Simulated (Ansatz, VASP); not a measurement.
# InF: VASP beside Ansatz, part 2 of 2

Wanted: the spread between two codes on one cell, functional and k mesh. The cell is generated by rule, not measured, and may not be a known phase. The cell is taken from a series of runs on this material, whose earlier steps may have relaxed, scaled, displaced or heated it; both programs get it as it stands.

VASP 6.6.1 and Ansatz 0.2.0.

So far: Set-up; Ansatz: zone-centre phonons, LDA.

**3. VASP: zone-centre phonons, LDA**

Level of this step: LDA; plane waves and PAW (In_d, F); invented cell (VASP).

The same cell, functional (in two slightly different forms), mesh and smearing now go to VASP, with its own data sets.

Lines of VASP's logs that name or quote its potential files are left out, and so is its time.

The input, INCAR:

```
SYSTEM = InF
PREC = Accurate
ENCUT = 600
EDIFF = 1E-08
NELM = 120
ISMEAR = 1
SIGMA = 0.2
LREAL = .FALSE.
ALGO = Normal
GGA = PW92
NBANDS = 26
LORBIT = 11
LWAVE = .FALSE.
LCHARG = .FALSE.
ISIF = 2
IBRION = 8
LASPH = .TRUE.
GGA_COMPAT = .FALSE.
KPAR = 2
```

The input, POSCAR:

```
InF
1.0
    3.1776817916      0.0000000000      0.0000000000
   -1.5888408958      2.7519531566      0.0000000000
    0.0000000000      0.0000000000      7.5354644677
In F
2 2
Direct
    0.0000000000      0.0000000000      0.0000000000
    0.0000000000      0.0000000000      0.5000000000
    0.3333333333      0.6666666667      0.2500000000
    0.6666666667      0.3333333333      0.7500000000
```

The input, KPOINTS:

```
Automatic mesh
0
Gamma
15 15 6
0 0 0
```

PAW data sets: In_d and F (LDA family, release 64).

On the command line:

```console
$ mpirun -np 2 vasp_std
```

Numbers of over 12 decimals in the logs are rounded to 6 here.

The program printed:

```text
[banner, memory and clock lines left out]
running    2 mpi-ranks, on    1 nodes
 distrk:  each k-point on    1 cores,    2 groups
 distr:  one band on    1 cores,    1 groups

 POSCAR found type information on POSCAR InF
 POSCAR found :  2 types and       4 ions
|                                                                             |
|               ----> ADVICE to this user running VASP <----                  |
|                                                                             |
|     You enforced a specific xc type in the INCAR file but a different       |
|     [... a line on the potential file left out ...]
|     I HOPE YOU KNOW WHAT YOU ARE DOING!                                     |
|                                                                             |

 LDA part: xc-table for (Slater(with rela. corr.)+PW92), standard interpolation
 POSCAR, INCAR and KPOINTS ok, starting setup
 FFT: planning ... GRIDC
 FFT: planning ... GRID_SOFT
 FFT: planning ... GRID
 WAVECAR not read
 entering main loop
       N       E                     dE             d eps       ncg     rms          rms(c)
DAV:   1     0.467619093955E+03    0.46762E+03   -0.21831E+04  5666   0.234E+03
DAV:   2     0.459532769491E+02   -0.42167E+03   -0.40697E+03  5984   0.526E+02
DAV:   3    -0.158818574050E+02   -0.61835E+02   -0.60677E+02  6302   0.204E+02
DAV:   4    -0.187078818946E+02   -0.28260E+01   -0.28126E+01  7026   0.444E+01
DAV:   5    -0.188002520834E+02   -0.92370E-01   -0.92346E-01  7656   0.755E+00    0.801E+00
DAV:   6    -0.170926261087E+02    0.17076E+01   -0.73377E+00  7642   0.251E+01    0.630E+00
DAV:   7    -0.170519077022E+02    0.40718E-01   -0.67268E-01  5854   0.494E+00    0.177E+00
DAV:   8    -0.170183172819E+02    0.33590E-01   -0.75540E-02  6400   0.186E+00    0.750E-01
DAV:   9    -0.170033280132E+02    0.14989E-01   -0.18508E-02  8512   0.142E+00    0.201E-01
DAV:  10    -0.170031484546E+02    0.17956E-03   -0.42741E-03  7320   0.532E-01    0.160E-01
DAV:  11    -0.170031872722E+02   -0.38818E-04   -0.27369E-04  7084   0.134E-01    0.728E-02
DAV:  12    -0.170031814393E+02    0.58330E-05   -0.99840E-05  8000   0.775E-02    0.242E-02
DAV:  13    -0.170031796025E+02    0.18367E-05   -0.20468E-05  7822   0.312E-02    0.100E-02
DAV:  14    -0.170031792983E+02    0.30421E-06   -0.12249E-06  8208   0.914E-03    0.552E-03
DAV:  15    -0.170031793060E+02   -0.76516E-08   -0.14064E-07  6170   0.304E-03    0.138E-03
DAV:  16    -0.170031793095E+02   -0.34870E-08   -0.46357E-09  3250   0.710E-04
   1 F= -.17003179E+02 E0= -.17003233E+02  d E =0.161954E-03
 Linear response reoptimize wavefunctions to high precision
DAV:   1    -0.170031793090E+02    0.47021E-09   -0.42696E-09  3924   0.545E-04
DAV:   2    -0.170031793091E+02   -0.10641E-09   -0.99241E-10  3064   0.337E-04
DAV:   3    -0.170031793091E+02   -0.20009E-10   -0.26897E-10  3034   0.153E-04
 Linear response DOF=           4
 Linear response progress:
  Degree of freedom:   1/  4
       N       E                     dE             d eps       ncg     rms          rms(c)
RMM:   1    -0.227054232383E+00   -0.22705E+00   -0.14715E-01 26216   0.382E+00
RMM:   2    -0.229807847800E+00   -0.27536E-02   -0.15104E-02 30876   0.792E-01    0.739E-02
RMM:   3    -0.229424903049E+00    0.38294E-03   -0.11615E-03 31283   0.232E-01    0.284E-02
RMM:   4    -0.229085872073E+00    0.33903E-03   -0.13557E-04 32909   0.845E-02    0.147E-02
RMM:   5    -0.228968121543E+00    0.11775E-03   -0.13724E-05 32771   0.286E-02    0.618E-03
RMM:   6    -0.228939707164E+00    0.28414E-04   -0.38099E-06 33983   0.127E-02    0.146E-03
RMM:   7    -0.228957510868E+00   -0.17804E-04   -0.71809E-07 34563   0.527E-03    0.585E-04
RMM:   8    -0.228956726672E+00    0.78420E-06   -0.12868E-07 35049   0.245E-03    0.702E-04
RMM:   9    -0.228951669252E+00    0.50574E-05    0.17794E-08 35077   0.103E-03    0.174E-03
RMM:  10    -0.228952668916E+00   -0.99966E-06    0.12652E-08 34462   0.608E-04    0.455E-04
RMM:  11    -0.228952636821E+00    0.32095E-07    0.39000E-08 36028   0.275E-04    0.295E-04
RMM:  12    -0.228952467025E+00    0.16980E-06   -0.31041E-08 35607   0.141E-04    0.202E-04
RMM:  13    -0.228952250509E+00    0.21652E-06    0.11067E-08 36549   0.831E-05    0.303E-05
RMM:  14    -0.228952296750E+00   -0.46241E-07   -0.80623E-09 35519   0.552E-05    0.915E-06
RMM:  15    -0.228952340276E+00   -0.43526E-07   -0.10326E-08 34847   0.401E-05    0.564E-06
RMM:  16    -0.228952326522E+00    0.13754E-07   -0.96905E-10 26998   0.323E-05    0.261E-06
RMM:  17    -0.228952313499E+00    0.13023E-07   -0.16474E-09 25456   0.285E-05    0.203E-06
RMM:  18    -0.228952308568E+00    0.49308E-08   -0.35615E-10 22674   0.266E-05    0.160E-06
 first order change of Fermi-energy   0.91158E-05
 force on displaced ion       1 direction 1 :   0.412   0.000   0.000
 Linear response progress:
  Degree of freedom:   2/  4
       N       E                     dE             d eps       ncg     rms          rms(c)
RMM:   1    -0.256657923126E+00   -0.25666E+00   -0.12472E-01 10485   0.427E+00
RMM:   2    -0.258397060224E+00   -0.17391E-02   -0.16754E-02 11951   0.879E-01    0.974E-02
RMM:   3    -0.257798759605E+00    0.59830E-03   -0.31545E-03 12845   0.286E-01    0.648E-02
RMM:   4    -0.257513260832E+00    0.28550E-03   -0.10890E-03 12689   0.129E-01    0.263E-02
RMM:   5    -0.257366975482E+00    0.14629E-03   -0.45680E-04 13060   0.641E-02    0.123E-02
RMM:   6    -0.257421830762E+00   -0.54855E-04   -0.38923E-04 13731   0.323E-02    0.583E-03
RMM:   7    -0.257418002003E+00    0.38288E-05    0.15302E-04 13190   0.137E-02    0.291E-03
RMM:   8    -0.257446422151E+00   -0.28420E-04   -0.72081E-05 13553   0.709E-03    0.123E-03
RMM:   9    -0.257442223913E+00    0.41982E-05    0.12491E-05 13539   0.299E-03    0.679E-04
RMM:  10    -0.257442627846E+00   -0.40393E-06   -0.30912E-06 13591   0.149E-03    0.224E-04
RMM:  11    -0.257441993590E+00    0.63426E-06    0.20567E-06 13940   0.797E-04    0.104E-04
RMM:  12    -0.257442289967E+00   -0.29638E-06   -0.11581E-06 14163   0.356E-04    0.178E-04
RMM:  13    -0.257442309784E+00   -0.19817E-07    0.68135E-07 14126   0.178E-04    0.203E-04
RMM:  14    -0.257442533557E+00   -0.22377E-06   -0.26631E-07 14190   0.933E-05    0.174E-04
RMM:  15    -0.257442509728E+00    0.23829E-07    0.23696E-07 13997   0.548E-05    0.155E-04
RMM:  16    -0.257442523655E+00   -0.13927E-07    0.16520E-07 13745   0.365E-05    0.126E-04
RMM:  17    -0.257442538348E+00   -0.14693E-07    0.13527E-07 13933   0.294E-05    0.780E-05
RMM:  18    -0.257442563422E+00   -0.25074E-07   -0.32286E-08 12290   0.254E-05    0.595E-05
RMM:  19    -0.257442566915E+00   -0.34929E-08    0.19667E-08 13730   0.247E-05    0.205E-05
 first order change of Fermi-energy   0.39417E-05
 force on displaced ion       1 direction 3 :   0.000  -0.000  -5.006
 Linear response progress:
  Degree of freedom:   3/  4
       N       E                     dE             d eps       ncg     rms          rms(c)
RMM:   1    -0.525714521795E+00   -0.52571E+00    0.64954E-01 51506   0.346E+00
RMM:   2    -0.518663031640E+00    0.70515E-02   -0.19067E-02 34743   0.101E+00    0.656E-02
RMM:   3    -0.519664099515E+00   -0.10011E-02   -0.34304E-03 38673   0.418E-01    0.359E-02
RMM:   4    -0.520712798791E+00   -0.10487E-02   -0.57926E-04 38982   0.153E-01    0.107E-02
RMM:   5    -0.520914372983E+00   -0.20157E-03   -0.75769E-05 42324   0.525E-02    0.413E-03
RMM:   6    -0.520875751686E+00    0.38621E-04   -0.12690E-05 42146   0.191E-02    0.889E-04
RMM:   7    -0.520877593718E+00   -0.18420E-05   -0.12672E-06 43614   0.569E-03    0.612E-04
RMM:   8    -0.520877442136E+00    0.15158E-06   -0.11530E-07 44777   0.231E-03    0.405E-04
RMM:   9    -0.520878207717E+00   -0.76558E-06   -0.76772E-10 44694   0.795E-04    0.108E-04
RMM:  10    -0.520878494942E+00   -0.28722E-06   -0.17552E-08 44949   0.307E-04    0.640E-05
RMM:  11    -0.520878489736E+00    0.52060E-08   -0.51915E-09 47016   0.127E-04    0.366E-05
 first order change of Fermi-energy  -0.27850E-04
 force on displaced ion       3 direction 1 :   0.085  -0.000   0.000
 Linear response progress:
  Degree of freedom:   4/  4
       N       E                     dE             d eps       ncg     rms          rms(c)
RMM:   1    -0.561060259638E+00   -0.56106E+00    0.79935E-01 16297   0.365E+00
RMM:   2    -0.550616406752E+00    0.10444E-01   -0.21843E-02 10974   0.117E+00    0.880E-02
RMM:   3    -0.551525605023E+00   -0.90920E-03   -0.46056E-03 12484   0.471E-01    0.458E-02
RMM:   4    -0.552506107606E+00   -0.98050E-03   -0.66668E-04 11571   0.164E-01    0.116E-02
RMM:   5    -0.552584524645E+00   -0.78417E-04   -0.72797E-05 13345   0.599E-02    0.697E-03
RMM:   6    -0.552625549494E+00   -0.41025E-04   -0.14749E-05 13633   0.205E-02    0.365E-03
RMM:   7    -0.552630076511E+00   -0.45270E-05   -0.31210E-06 12774   0.736E-03    0.889E-04
RMM:   8    -0.552627757961E+00    0.23185E-05   -0.11994E-07 13948   0.256E-03    0.601E-04
RMM:   9    -0.552629824629E+00   -0.20667E-05   -0.32869E-07 13665   0.102E-03    0.388E-04
RMM:  10    -0.552629062920E+00    0.76171E-06   -0.23845E-08 13262   0.440E-04    0.112E-04
RMM:  11    -0.552628640207E+00    0.42271E-06   -0.15981E-08 13881   0.199E-04    0.304E-05
RMM:  12    -0.552628603003E+00    0.37205E-07   -0.12619E-08 14690   0.918E-05    0.274E-05
RMM:  13    -0.552628574876E+00    0.28126E-07    0.21694E-08 13652   0.519E-05    0.481E-06
RMM:  14    -0.552628593855E+00   -0.18978E-07   -0.17208E-08 14025   0.352E-05    0.305E-06
RMM:  15    -0.552628592172E+00    0.16829E-08   -0.91142E-09 14389   0.277E-05    0.880E-07
 first order change of Fermi-energy   0.91972E-04
 force on displaced ion       3 direction 3 :   0.000   0.000  -1.227
 Linear response finished
```

Parts of OUTCAR (step 3):

```text
ion  position               nearest neighbor table
   1  0.000  0.000  0.000-   3 2.63   4 2.63   3 2.63   4 2.63   4 2.63   3 2.63   2 3.77   2 3.77

  LATTYP: Found a hexagonal cell.
 ALAT       =     3.1776817916
 C/A-ratio  =     2.3713716356

 Subroutine GETGRP returns: Found 24 space group operations
 (whereof 12 operations were pure point group operations)

The static configuration has the point symmetry D_3d.
 The point group associated with its full space group is D_6h.

 Found    108 irreducible k-points:

   k-points           NKPTS =    108   k-points in BZ     NKDIM =    108   number of bands    NBANDS=     26

   dimension x,y,z NGX =    28 NGY =   28 NGZ =   60
   dimension x,y,z NGXF=    56 NGYF=   56 NGZF=  120

   ENCUT  =  600.0 eV  44.10 Ry    6.64 a.u.   6.35  6.35 15.05*2*pi/ulx,y,z

   NELECT =      40.0000    total number of electrons

 k-points in reciprocal lattice and weights: Automatic mesh
   0.00000000  0.00000000  0.00000000       0.001
   0.06666667  0.00000000  0.00000000       0.004
   0.13333333  0.00000000  0.00000000       0.004
   0.20000000  0.00000000  0.00000000       0.004
   0.26666667  0.00000000  0.00000000       0.004
   0.33333333  0.00000000  0.00000000       0.004
   0.40000000 -0.00000000  0.00000000       0.004
   0.46666667  0.00000000  0.00000000       0.004
   0.06666667  0.06666667  0.00000000       0.004
[...]
0.33333333  0.26666667  0.50000000       0.009
   0.33333333  0.33333333  0.50000000       0.001

 average (electrostatic) potential at core
       1 -94.4028       2 -94.4028       3 -73.2544       4 -73.2544

  Total       -0.0924216     -0.0924216      0.0181754      0.0000000      0.0000000      0.0000000
  in kB       -2.2471019     -2.2471019      0.4419087      0.0000000      0.0000000      0.0000000
  external PRESSURE =      -1.3507650 kB  Pullay stress =       0.0000000 kB

  energy-cutoff  :      600.00
  volume of cell :       65.90
      direct lattice vectors                 reciprocal lattice vectors
     3.177681792  0.000000000  0.000000000     0.314694820  0.181689139  0.000000000
    -1.588840896  2.751953157  0.000000000     0.000000000  0.363378278  0.000000000
     0.000000000  0.000000000  7.535464468     0.000000000  0.000000000  0.132705821

 POSITION                                       TOTAL-FORCE (eV/Angst)
 -----------------------------------------------------------------------------------
      0.00000      0.00000      0.00000         0.000000      0.000000      0.000000
      0.00000      0.00000      3.76773         0.000000      0.000000      0.000000
     -0.00000      1.83464      1.88387        -0.000000      0.000000      0.000000
      1.58884      0.91732      5.65160        -0.000000     -0.000000     -0.000000
 -----------------------------------------------------------------------------------
    total drift:                                0.000000     -0.000000      0.000000

 Eigenvectors and eigenvalues of the dynamical matrix
 ----------------------------------------------------

   1 f  =    6.109150 THz    38.384919 2PiTHz  203.779296 cm-1    25.265401 meV
             X         Y         Z           dx          dy          dz
      0.000000  0.000000  0.000000     0.000000    0.000000   -0.000000
      0.000000  0.000000  3.767732     0.000000    0.000000   -0.000000
     -0.000000  1.834635  1.883866    -0.000000   -0.000000    0.707107
      1.588841  0.917318  5.651598     0.000000    0.000000   -0.707107

   2 f  =    4.723364 THz    29.677772 2PiTHz  157.554467 cm-1    19.534256 meV
             X         Y         Z           dx          dy          dz
      0.000000  0.000000  0.000000    -0.000000   -0.000000    0.707107
      0.000000  0.000000  3.767732    -0.000000    0.000000   -0.707107
     -0.000000  1.834635  1.883866     0.000000   -0.000000   -0.000000
      1.588841  0.917318  5.651598     0.000000   -0.000000   -0.000000

   3 f  =    1.214257 THz     7.629400 2PiTHz   40.503243 cm-1     5.021760 meV
             X         Y         Z           dx          dy          dz
      0.000000  0.000000  0.000000     0.000000   -0.000000   -0.000000
      0.000000  0.000000  3.767732     0.000000    0.000000    0.000000
     -0.000000  1.834635  1.883866     0.707107    0.000006   -0.000000
      1.588841  0.917318  5.651598    -0.707107   -0.000006   -0.000000

   4 f  =    1.214257 THz     7.629400 2PiTHz   40.503243 cm-1     5.021760 meV
             X         Y         Z           dx          dy          dz
      0.000000  0.000000  0.000000     0.000000    0.000000    0.000000
      0.000000  0.000000  3.767732     0.000000    0.000000    0.000000
     -0.000000  1.834635  1.883866     0.000006   -0.707107    0.000000
      1.588841  0.917318  5.651598    -0.000006    0.707107    0.000000

   5 f  =    0.032097 THz     0.201671 2PiTHz    1.070640 cm-1     0.132742 meV
             X         Y         Z           dx          dy          dz
      0.000000  0.000000  0.000000     0.650797    0.000492    0.000000
      0.000000  0.000000  3.767732     0.650797    0.000492    0.000000
     -0.000000  1.834635  1.883866     0.276519    0.000209    0.000000
      1.588841  0.917318  5.651598     0.276519    0.000209    0.000000

   6 f  =    0.032097 THz     0.201671 2PiTHz    1.070640 cm-1     0.132742 meV
             X         Y         Z           dx          dy          dz
      0.000000  0.000000  0.000000    -0.000492    0.650797    0.000000
      0.000000  0.000000  3.767732    -0.000492    0.650797    0.000000
     -0.000000  1.834635  1.883866    -0.000209    0.276519    0.000000
      1.588841  0.917318  5.651598    -0.000209    0.276519    0.000000

   7 f  =    0.021619 THz     0.135835 2PiTHz    0.721126 cm-1     0.089408 meV
             X         Y         Z           dx          dy          dz
      0.000000  0.000000  0.000000     0.000000    0.000000   -0.652754
      0.000000  0.000000  3.767732     0.000000    0.000000   -0.652754
     -0.000000  1.834635  1.883866     0.000000    0.000000   -0.271867
      1.588841  0.917318  5.651598     0.000000    0.000000   -0.271867

   8 f/i=    1.045697 THz     6.570307 2PiTHz   34.880693 cm-1     4.324653 meV
             X         Y         Z           dx          dy          dz
      0.000000  0.000000  0.000000    -0.000001   -0.707107   -0.000000
      0.000000  0.000000  3.767732     0.000001    0.707107    0.000000
     -0.000000  1.834635  1.883866    -0.000000   -0.000000    0.000000
      1.588841  0.917318  5.651598     0.000000    0.000000    0.000000

   9 f/i=    1.045697 THz     6.570307 2PiTHz   34.880693 cm-1     4.324653 meV
             X         Y         Z           dx          dy          dz
      0.000000  0.000000  0.000000     0.707107   -0.000001   -0.000000
      0.000000  0.000000  3.767732    -0.707107    0.000001    0.000000
     -0.000000  1.834635  1.883866    -0.000000    0.000000   -0.000000
      1.588841  0.917318  5.651598    -0.000000    0.000000    0.000000

  10 f/i=    2.076848 THz    13.049220 2PiTHz   69.276190 cm-1     8.589149 meV
             X         Y         Z           dx          dy          dz
      0.000000  0.000000  0.000000     0.000000   -0.276519   -0.000000
      0.000000  0.000000  3.767732     0.000000   -0.276519   -0.000000
     -0.000000  1.834635  1.883866    -0.000000    0.650797    0.000000
      1.588841  0.917318  5.651598    -0.000000    0.650797    0.000000

  11 f/i=    2.076848 THz    13.049220 2PiTHz   69.276190 cm-1     8.589149 meV
             X         Y         Z           dx          dy          dz
      0.000000  0.000000  0.000000    -0.276519   -0.000000    0.000000
      0.000000  0.000000  3.767732    -0.276519   -0.000000   -0.000000
     -0.000000  1.834635  1.883866     0.650797    0.000000   -0.000000
      1.588841  0.917318  5.651598     0.650797    0.000000   -0.000000

  12 f/i=    2.599481 THz    16.333024 2PiTHz   86.709369 cm-1    10.750587 meV
             X         Y         Z           dx          dy          dz
      0.000000  0.000000  0.000000     0.000000   -0.000000    0.271867
      0.000000  0.000000  3.767732     0.000000   -0.000000    0.271867
     -0.000000  1.834635  1.883866    -0.000000    0.000000   -0.652754
      1.588841  0.917318  5.651598    -0.000000    0.000000   -0.652754

 ELASTIC MODULI CONTR FROM IONIC RELAXATION (kBar)
 Direction    XX          YY          ZZ          XY          YZ          ZX
 --------------------------------------------------------------------------------
 XX        -240.9855    240.9855     -0.0000      0.0000      0.0000      0.0000
 YY         240.9855   -240.9855      0.0000     -0.0000      0.0000     -0.0000
 ZZ          -0.0000      0.0000     -0.0000      0.0000      0.0000     -0.0000
 XY           0.0000     -0.0000      0.0000   -240.9855      0.0000      0.0000
 YZ           0.0000      0.0000      0.0000      0.0000      0.0000      0.0000
 ZX           0.0000     -0.0000     -0.0000      0.0000      0.0000     -0.0000
 --------------------------------------------------------------------------------
```

**4. Comparison**

Known differences besides the potentials themselves: the cutoff is 420 eV in Ansatz and 600 eV in VASP; VASP's log shows a relativistic correction to its local exchange, Ansatz's none. Total energies have different zeros and are not compared.

The two programs side by side:

```
                                                   quantity  Ansatz   VASP  difference
     optical mode 1 (imaginary, printed as negative) (cm⁻¹)   -96.8  -86.7       -10.1
optical mode 2 to 3 (imaginary, printed as negative) (cm⁻¹)   -71.4  -69.3        -2.1
optical mode 4 to 5 (imaginary, printed as negative) (cm⁻¹)   -33.6  -34.9        +1.3
                                 optical mode 6 to 7 (cm⁻¹)    39.2   40.5        -1.3
                                      optical mode 8 (cm⁻¹)   156.2  157.6     -0.84 %
                                      optical mode 9 (cm⁻¹)   208.7  203.8     +2.43 %
```

Modes are paired by rising frequency, not by their patterns, so a pair may set unlike modes beside each other; they are those without the splitting of longitudinal modes.

**5. Outcome**

- r.m.s. difference of the optical zone-centre modes, each program's sorted by frequency (zone-centre phonons, LDA): 4.0 cm⁻¹
- difference in optical mode 9 (zone-centre phonons, LDA): +2.4 %

The r.m.s. difference of the optical zone-centre modes, each program's sorted by frequency is 4.0 cm⁻¹ (zone-centre phonons, LDA). Among the rows given in per cent, the largest difference of the zone-centre phonons, LDA pair is in optical mode 9, +2.4 %. What causes the difference of the zone-centre phonons, LDA pair stays open here. Such differences can come from data sets, numerical settings and the points named under the comparisons, not from the functional's error against experiment.

[Lines on the potential files, build, host, timing and source positions are cut from VASP's logs without a mark.]

[Logs are printed without paths, hosts, clocks, repeated set-up lines and the standing remarks that a program may print on its own settings, such as how far it seeks lower states.]

[Hosts, paths, dates, database ids (printed as entryN), source tags and the programs' standing remarks are cut or masked in the printed files.]
